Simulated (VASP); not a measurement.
Method: PBE GGA, VASP's PBE PAW potentials (set 64) (plane waves; VASP).

VASP input:

### INCAR
```
! general
SYSTEM  = Ti16Si
PREC    = Normal
ENCUT   = 400   ! plane-wave cut-off (eV)
LREAL   = F   ! projection in real space or not
LASPH   = T

! electronic loop
EDIFF   = 1E-5   ! SCF stop (eV)
NELM    = 100   ! most electronic steps
NELMIN  = 4
ALGO    = Normal   ! blocked Davidson
LMAXMIX = 4

! smearing
ISMEAR  = 1   ! Methfessel-Paxton
SIGMA   = 0.1   ! width (eV)

! functional
GGA     = PE   ! PBE

! ions
IBRION  = 2   ! conjugate gradients
NSW     = 50   ! most ionic steps
ISIF    = 2   ! forces and stress, cell fixed
EDIFFG  = -0.03   ! ionic stop

! output
LWAVE   = T
LCHARG  = F

! other
LDIPOL  = T
IDIPOL  = 3
DIPOL   = 0.5 0.5 0.5
```

**KPOINTS**
```
Automatic
0
gamma
 5 5 1
```

**POSCAR**
```
Ti16Si
1
    5.8437788940     0.0000000000     0.0000000000
    2.9218894470     5.0608610929     0.0000000000
    0.0000000000     0.0000000000    20.8060005461
Ti Si
16 1
Direct
 -0.1666670000   0.3333330000   0.3330160000
  0.3333330000   0.3333330000   0.3330160000
 -0.1666670000   0.8333330000   0.3330160000
  0.3333330000   0.8333330000   0.3330160000
  0.0000000000   0.0000000000   0.4443390000
  0.5000000000   0.0000000000   0.4443390000
  0.0000000000   0.5000000000   0.4443390000
  0.5000000000   0.5000000000   0.4443390000
 -0.1666670000   0.3333330000   0.5556610000
  0.3333330000   0.3333330000   0.5556610000
 -0.1666670000   0.8333330000   0.5556610000
  0.3333330000   0.8333330000   0.5556610000
  0.0000000000   0.0000000000   0.6669840000
  0.5000000000   0.0000000000   0.6669840000
  0.0000000000   0.5000000000   0.6669840000
  0.5000000000   0.5000000000   0.6669840000
  0.2500000000   0.0000000000   0.7636770000
```

POTCAR, in this order: Ti Si (PBE.64 set). Program: vasp_std.

Output

OUTCAR:
```
 ion  position               nearest neighbor table
   1  0.833  0.333  0.333-   8 2.87   5 2.87   7 2.87   2 2.92   2 2.92   3 2.92   4 2.92   3 2.92
                             4 2.92
   2  0.333  0.333  0.333-   7 2.87   6 2.87   8 2.87   1 2.92   1 2.92   3 2.92   4 2.92   4 2.92
                             3 2.92
   3  0.833  0.833  0.333-   6 2.87   7 2.87   5 2.87   4 2.92   4 2.92   1 2.92   2 2.92   2 2.92
                             1 2.92
   4  0.333  0.833  0.333-   5 2.87   8 2.87   6 2.87   3 2.92   3 2.92   1 2.92   2 2.92   1 2.92
                             2 2.92
   5  0.000  0.000  0.444-  12 2.87   9 2.87  11 2.87   4 2.87   1 2.87   3 2.87   6 2.92   6 2.92
                             7 2.92   8 2.92   7 2.92   8 2.92
   6  0.500  0.000  0.444-  11 2.87  10 2.87  12 2.87   3 2.87   2 2.87   4 2.87   5 2.92   5 2.92
                             7 2.92   8 2.92   8 2.92   7 2.92
   7  0.000  0.500  0.444-  10 2.87  11 2.87   9 2.87   2 2.87   3 2.87   1 2.87   8 2.92   8 2.92
                             5 2.92   6 2.92   6 2.92   5 2.92
   8  0.500  0.500  0.444-   9 2.87  12 2.87  10 2.87   1 2.87   4 2.87   2 2.87   7 2.92   7 2.92
                             5 2.92   6 2.92   5 2.92   6 2.92
   9  0.833  0.333  0.556-   8 2.87   5 2.87   7 2.87  16 2.87  13 2.87  15 2.87  10 2.92  10 2.92
                            11 2.92  12 2.92  11 2.92  12 2.92
  10  0.333  0.333  0.556-   7 2.87   6 2.87   8 2.87  15 2.87  14 2.87  16 2.87   9 2.92   9 2.92
                            11 2.92  12 2.92  12 2.92  11 2.92
  11  0.833  0.833  0.556-   6 2.87   7 2.87   5 2.87  14 2.87  15 2.87  13 2.87  12 2.92  12 2.92
                             9 2.92  10 2.92  10 2.92   9 2.92
  12  0.333  0.833  0.556-   5 2.87   8 2.87   6 2.87  13 2.87  16 2.87  14 2.87  11 2.92  11 2.92
                             9 2.92  10 2.92   9 2.92  10 2.92
  13  0.000  0.000  0.667-  17 2.49  12 2.87   9 2.87  11 2.87  14 2.92  14 2.92  15 2.92  16 2.92
                            15 2.92  16 2.92
  14  0.500  0.000  0.667-  17 2.49  11 2.87  10 2.87  12 2.87  13 2.92  13 2.92  15 2.92  16 2.92
                            16 2.92  15 2.92
  15  0.000  0.500  0.667-  10 2.87  11 2.87   9 2.87  16 2.92  16 2.92  13 2.92  14 2.92  14 2.92
                            13 2.92
  16  0.500  0.500  0.667-   9 2.87  12 2.87  10 2.87  15 2.92  15 2.92  13 2.92  14 2.92  13 2.92
                            14 2.92
  17  0.250  0.000  0.764-  13 2.49  14 2.49
  LATTYP: Found a hexagonal cell.
 ALAT       =     5.8437789950
 C/A-ratio  =     3.5603674547
 Subroutine PRICEL returns:
 Original cell was already a primitive cell.
 Subroutine GETGRP returns: Found  2 space group operations
...
```

OSZICAR:
```
...
       N       E                     dE             d eps       ncg     rms          rms(c)
DAV:   1    -0.122938205188E+03   -0.56792E-02   -0.85069E-01   774   0.350E+00    0.309E-01
DAV:   2    -0.123004371976E+03   -0.66167E-01   -0.53802E-01  1308   0.240E+00    0.180E+00
DAV:   3    -0.122952088513E+03    0.52283E-01   -0.70767E-01  1428   0.274E+00    0.833E-01
DAV:   4    -0.122936669819E+03    0.15419E-01   -0.10596E-01  1369   0.132E+00    0.188E-01
DAV:   5    -0.122936774063E+03   -0.10424E-03   -0.86210E-03  1196   0.430E-01    0.165E-01
DAV:   6    -0.122936396076E+03    0.37799E-03   -0.73664E-03  1204   0.344E-01    0.106E-01
DAV:   7    -0.122936275906E+03    0.12017E-03   -0.23055E-03  1188   0.189E-01    0.707E-02
DAV:   8    -0.122936215281E+03    0.60625E-04   -0.10849E-03  1204   0.127E-01    0.398E-02
DAV:   9    -0.122936201685E+03    0.13596E-04   -0.26348E-04  1212   0.567E-02    0.229E-02
DAV:  10    -0.122936198447E+03    0.32381E-05   -0.13416E-04  1172   0.462E-02    0.190E-02
DAV:  11    -0.122936194555E+03    0.38924E-05   -0.43530E-05   812   0.258E-02
  21 F= -.12293619E+03 E0= -.12293657E+03  d E =-.366840E-02
       N       E                     dE             d eps       ncg     rms          rms(c)
DAV:   1    -0.122936841705E+03   -0.64326E-03   -0.15440E-01   774   0.149E+00    0.132E-01
DAV:   2    -0.122948920945E+03   -0.12079E-01   -0.98701E-02  1300   0.102E+00    0.782E-01
DAV:   3    -0.122939562386E+03    0.93586E-02   -0.13126E-01  1428   0.119E+00    0.368E-01
DAV:   4    -0.122936553158E+03    0.30092E-02   -0.21209E-02  1417   0.585E-01    0.785E-02
DAV:   5    -0.122936572882E+03   -0.19724E-04   -0.15729E-03  1220   0.185E-01    0.702E-02
DAV:   6    -0.122936506219E+03    0.66664E-04   -0.13340E-03  1196   0.146E-01    0.465E-02
DAV:   7    -0.122936491888E+03    0.14331E-04   -0.53466E-04  1180   0.879E-02    0.388E-02
DAV:   8    -0.122936471178E+03    0.20710E-04   -0.25042E-04  1164   0.598E-02    0.149E-02
DAV:   9    -0.122936469474E+03    0.17043E-05   -0.32503E-05   708   0.234E-02
  22 F= -.12293647E+03 E0= -.12293672E+03  d E =-.394332E-02
       N       E                     dE             d eps       ncg     rms          rms(c)
DAV:   1    -0.122938732254E+03   -0.22611E-02   -0.36501E-01   774   0.228E+00    0.206E-01
DAV:   2    -0.122951816137E+03   -0.13084E-01   -0.12832E-01  1268   0.127E+00    0.880E-01
DAV:   3    -0.122944813145E+03    0.70030E-02   -0.17085E-01  1300   0.130E+00    0.536E-01
DAV:   4    -0.122938138989E+03    0.66742E-02   -0.47755E-02  1396   0.888E-01    0.124E-01
DAV:   5    -0.122938244147E+03   -0.10516E-03   -0.53747E-03  1252   0.298E-01    0.136E-01
DAV:   6    -0.122937975634E+03    0.26851E-03   -0.38959E-03  1204   0.239E-01    0.738E-02
DAV:   7    -0.122937953949E+03    0.21686E-04   -0.16171E-03  1204   0.158E-01    0.619E-02
DAV:   8    -0.122937888374E+03    0.65575E-04   -0.52798E-04  1196   0.944E-02    0.178E-02
DAV:   9    -0.122937891790E+03   -0.34163E-05   -0.10302E-04  1100   0.388E-02    0.205E-02
DAV:  10    -0.122937888231E+03    0.35592E-05   -0.62678E-05   948   0.304E-02
  23 F= -.12293789E+03 E0= -.12293805E+03  d E =-.141876E-02
       N       E                     dE             d eps       ncg     rms          rms(c)
DAV:   1    -0.122938006714E+03   -0.11492E-03   -0.24692E-02   774   0.594E-01    0.537E-02
DAV:   2    -0.122938833525E+03   -0.82681E-03   -0.82860E-03  1268   0.328E-01    0.223E-01
DAV:   3    -0.122938384928E+03    0.44860E-03   -0.10907E-02  1316   0.327E-01    0.134E-01
DAV:   4    -0.122937968846E+03    0.41608E-03   -0.30765E-03  1372   0.223E-01    0.328E-02
DAV:   5    -0.122937973506E+03   -0.46603E-05   -0.37007E-04  1244   0.787E-02    0.343E-02
DAV:   6    -0.122937956010E+03    0.17497E-04   -0.24012E-04  1180   0.596E-02    0.177E-02
DAV:   7    -0.122937955612E+03    0.39767E-06   -0.10052E-04  1052   0.392E-02    0.167E-02
DAV:   8    -0.122937950479E+03    0.51337E-05   -0.29815E-05   700   0.253E-02
  24 F= -.12293795E+03 E0= -.12293807E+03  d E =-.148100E-02
       N       E                     dE             d eps       ncg     rms          rms(c)
DAV:   1    -0.122938814585E+03   -0.85897E-03   -0.15515E-01   774   0.149E+00    0.103E-01
DAV:   2    -0.122939226519E+03   -0.41193E-03   -0.70649E-03  1252   0.336E-01    0.162E-01
DAV:   3    -0.122939649809E+03   -0.42329E-03   -0.11916E-02  1364   0.383E-01    0.199E-01
DAV:   4    -0.122938882223E+03    0.76759E-03   -0.73340E-03  1404   0.313E-01    0.854E-02
DAV:   5    -0.122938855254E+03    0.26969E-04   -0.20210E-03  1236   0.152E-01    0.864E-02
DAV:   6    -0.122938756931E+03    0.98323E-04   -0.17641E-03  1228   0.167E-01    0.467E-02
DAV:   7    -0.122938754886E+03    0.20450E-05   -0.70321E-04  1228   0.104E-01    0.468E-02
DAV:   8    -0.122938717127E+03    0.37759E-04   -0.26660E-04  1148   0.620E-02    0.848E-03
DAV:   9    -0.122938718544E+03   -0.14175E-05   -0.34385E-05   684   0.271E-02
  25 F= -.12293872E+03 E0= -.12293888E+03  d E =-.768066E-03
       N       E                     dE             d eps       ncg     rms          rms(c)
DAV:   1    -0.122938927023E+03   -0.20990E-03   -0.77467E-02   774   0.105E+00    0.724E-02
DAV:   2    -0.122939182071E+03   -0.25505E-03   -0.39208E-03  1252   0.251E-01    0.123E-01
DAV:   3    -0.122939377898E+03   -0.19583E-03   -0.68179E-03  1404   0.289E-01    0.146E-01
DAV:   4    -0.122938956522E+03    0.42138E-03   -0.36875E-03  1380   0.222E-01    0.577E-02
DAV:   5    -0.122938953670E+03    0.28521E-05   -0.99841E-04  1244   0.110E-01    0.624E-02
DAV:   6    -0.122938900342E+03    0.53328E-04   -0.89762E-04  1212   0.120E-01    0.330E-02
DAV:   7    -0.122938900051E+03    0.29032E-06   -0.36171E-04  1188   0.738E-02    0.339E-02
DAV:   8    -0.122938880584E+03    0.19467E-04   -0.13953E-04  1060   0.449E-02    0.672E-03
DAV:   9    -0.122938880797E+03   -0.21328E-06   -0.15257E-05   540   0.199E-02
  26 F= -.12293888E+03 E0= -.12293909E+03  d E =-.930319E-03
       N       E                     dE             d eps       ncg     rms          rms(c)
DAV:   1    -0.122939504912E+03   -0.62433E-03   -0.91290E-02   774   0.115E+00    0.759E-02
DAV:   2    -0.122940201602E+03   -0.69669E-03   -0.74400E-03  1292   0.283E-01    0.198E-01
DAV:   3    -0.122939805377E+03    0.39622E-03   -0.10152E-02  1396   0.337E-01    0.123E-01
DAV:   4    -0.122939533388E+03    0.27199E-03   -0.34735E-03  1380   0.231E-01    0.656E-02
DAV:   5    -0.122939515642E+03    0.17745E-04   -0.12719E-03  1244   0.151E-01    0.707E-02
DAV:   6    -0.122939429324E+03    0.86318E-04   -0.93303E-04  1172   0.115E-01    0.231E-02
DAV:   7    -0.122939431846E+03   -0.25220E-05   -0.21483E-04  1148   0.559E-02    0.243E-02
DAV:   8    -0.122939421474E+03    0.10373E-04   -0.78194E-05  1004   0.355E-02    0.585E-03
DAV:   9    -0.122939421627E+03   -0.15307E-06   -0.12304E-05   516   0.175E-02
  27 F= -.12293942E+03 E0= -.12293965E+03  d E =-.540829E-03
       N       E                     dE             d eps       ncg     rms          rms(c)
DAV:   1    -0.122939974729E+03   -0.55326E-03   -0.23469E-01   774   0.184E+00    0.121E-01
DAV:   2    -0.122941281734E+03   -0.13070E-02   -0.15597E-02  1292   0.417E-01    0.278E-01
DAV:   3    -0.122940813098E+03    0.46864E-03   -0.22418E-02  1412   0.492E-01    0.204E-01
DAV:   4    -0.122940071779E+03    0.74132E-03   -0.96626E-03  1412   0.380E-01    0.108E-01
DAV:   5    -0.122940002660E+03    0.69120E-04   -0.33285E-03  1252   0.244E-01    0.113E-01
DAV:   6    -0.122939785519E+03    0.21714E-03   -0.24067E-03  1161   0.184E-01    0.371E-02
DAV:   7    -0.122939791594E+03   -0.60750E-05   -0.56651E-04  1180   0.904E-02    0.391E-02
DAV:   8    -0.122939764471E+03    0.27123E-04   -0.20539E-04  1140   0.563E-02    0.892E-03
DAV:   9    -0.122939765202E+03   -0.73091E-06   -0.32959E-05   684   0.267E-02
  28 F= -.12293977E+03 E0= -.12294002E+03  d E =-.884405E-03
```

File OUTCAR:
```
------------------------ aborting loop because EDIFF is reached ----------------------------------------
  FORCE on cell =-STRESS in cart. coord.  units (eV):
  Direction    XX          YY          ZZ          XY          YZ          ZX
  --------------------------------------------------------------------------------------
  Total       -1.4913246     -2.4736543     -0.2476126      0.0000000     -0.2513444      0.0000000
  in kB       -3.8830766     -6.4408443     -0.6447281      0.0000000     -0.6544448      0.0000000
  external PRESSURE =      -3.6562163 kB  Pullay stress =       0.0000000 kB
  volume of cell :      615.33
      direct lattice vectors                 reciprocal lattice vectors
     5.843778894  0.000000000  0.000000000     0.171122149 -0.098797416  0.000000000
     2.921889447  5.060861093  0.000000000     0.000000000  0.197594833  0.000000000
     0.000000000  0.000000000 20.806000546     0.000000000  0.000000000  0.048063057
 POSITION                                       TOTAL-FORCE (eV/Angst)
 -----------------------------------------------------------------------------------
      5.86304      1.72956      7.07166         0.005862      0.015093      0.013919
      2.90263      1.72956      7.07166        -0.005862      0.015093      0.013919
      7.30472      4.19221      7.04656        -0.000000     -0.009410      0.014798
      4.38283      4.20284      6.96750         0.000000      0.016782      0.000109
      0.00553      0.00696      9.12840        -0.015313      0.013701      0.004228
      2.91636      0.00696      9.12840         0.015313      0.013701      0.004228
      7.30472      2.54532      9.30601        -0.000000      0.003532     -0.005083
      4.38283      2.53876      9.17118         0.000000     -0.003389     -0.023472
      5.91804      1.81260     11.68927         0.010917     -0.014838     -0.001845
      2.84762      1.81260     11.68927        -0.010917     -0.014838     -0.001845
      7.30472      4.23712     11.66554         0.000000     -0.003972     -0.002820
      4.38283      4.29988     11.44187        -0.000000     -0.020385     -0.006627
      0.06654      0.04024     13.72815         0.015079     -0.013136      0.015332
      2.85535      0.04024     13.72815        -0.015079     -0.013136      0.015332
      7.30472      2.62440     14.09064        -0.000000     -0.008168     -0.025230
      4.38283      2.67952     13.74193         0.000000      0.019271      0.008003
      4.38283      4.30116     15.67087         0.000000      0.004101     -0.022948
 -----------------------------------------------------------------------------------
    total drift:                               -0.000212      0.000214     -0.000294
  FREE ENERGIE OF THE ION-ELECTRON SYSTEM (eV)
  ---------------------------------------------------
  free  energy   TOTEN  =      -122.9397652023 eV

  energy  without entropy=     -122.9405436525  energy(sigma->0) =     -122.94002469

 reached required accuracy - stopping structural energy minimisation
```
(Selected blocks of OUTCAR.)

CONTCAR:
```
Ti16Si
   1.00000000000000
     5.8437788939999997    0.0000000000000000    0.0000000000000000
     2.9218894469999999    5.0608610928999997    0.0000000000000000
     0.0000000000000000    0.0000000000000000   20.8060005461000017
  Ti              Si
    16     1
Direct
     0.8324194850672736    0.3417520211202227    0.3398855284912947
     0.3258274938125133    0.3417520211202227    0.3398855284912947
     0.8358200700667985    0.8283588598664128    0.3386793496891934
     0.3347701122704425    0.8304587754591247    0.3348794826501840
     0.0002587973962064    0.0013760415561160    0.4387388194154930
     0.4983651610476775    0.0013760415561160    0.4387388194154930
     0.9985294103661786    0.5029411792676430    0.4472753910904341
     0.4991769831505998    0.5016460336988000    0.4407948181868970
     0.8336285686198018    0.3581597000065032    0.5618220376465064
     0.3082107313737049    0.3581597000065032    0.5618220376465064
     0.8313833760287678    0.8372322479424743    0.5606814853254805
     0.3251824981240041    0.8496340037520015    0.5499313326260186
     0.0074110578766633    0.0079512465178893    0.6598170763268278
     0.4846376956054474    0.0079512465178893    0.6598170763268278
     0.9907157071238646    0.5185685857522713    0.6772393513214675
     0.4852702739911275    0.5294594520177449    0.6604790756210621
     0.3250565780789545    0.8498868438420910    0.7531897897290202
```

### OUTCAR
```
 val. band max:       -0.6923633058   @ k =   0.2000   0.4000   0.0000

 cond. band min:      -0.6815510797   @ k =  -0.4000   0.2000   0.0000


 Fermi energy:        -0.6836284265

 k-point     1 :       0.0000    0.0000    0.0000
  band No.  band energies     occupation
      1      -7.7293      2.00000
      2      -6.2763      2.00000
      3      -5.1912      2.00000
      4      -3.9766      2.00000
      5      -3.3884      2.00000
      6      -3.2505      2.00000
      7      -3.1712      2.00000
      8      -3.1639      2.00000
      9      -3.0981      2.00000
     10      -3.0840      2.00000
     11      -3.0690      2.00000
     12      -2.8484      2.00000
     13      -2.8406      2.00000
     14      -2.8311      2.00000
     15      -2.7798      2.00000
     16      -2.7771      2.00000
     17      -2.7602      2.00000
     18      -2.2323      2.00000
     19      -2.2164      2.00000
     20      -2.0474      2.00000
     21      -1.8400      2.00000
     22      -1.8361      2.00000
     23      -1.7367      2.00000
     24      -1.5792      2.00000
     25      -1.4477      2.00000
     26      -1.4338      2.00000
     27      -1.1278      2.00000
     28      -1.1045      2.00000
     29      -0.9927      2.00011
     30      -0.9410      2.00165
     31      -0.4030     -0.00053
     32      -0.3882     -0.00024
     33      -0.3482     -0.00002
     34      -0.2620     -0.00000
     35      -0.1832     -0.00000
     36      -0.1533     -0.00000
     37      -0.0829     -0.00000
     38      -0.0817     -0.00000
     39      -0.0480     -0.00000
     40      -0.0430     -0.00000
     41      -0.0125     -0.00000
     42      -0.0119     -0.00000
     43       0.0885     -0.00000

 k-point     2 :       0.2000    0.0000    0.0000
  band No.  band energies     occupation
      1      -7.6541      2.00000
      2      -6.0206      2.00000
      3      -4.9737      2.00000
      4      -3.7909      2.00000
      5      -3.4373      2.00000
...
```

The cell is a thin slab with vacuum, built from Ti (hcp): (001) face, Si adsorbed.
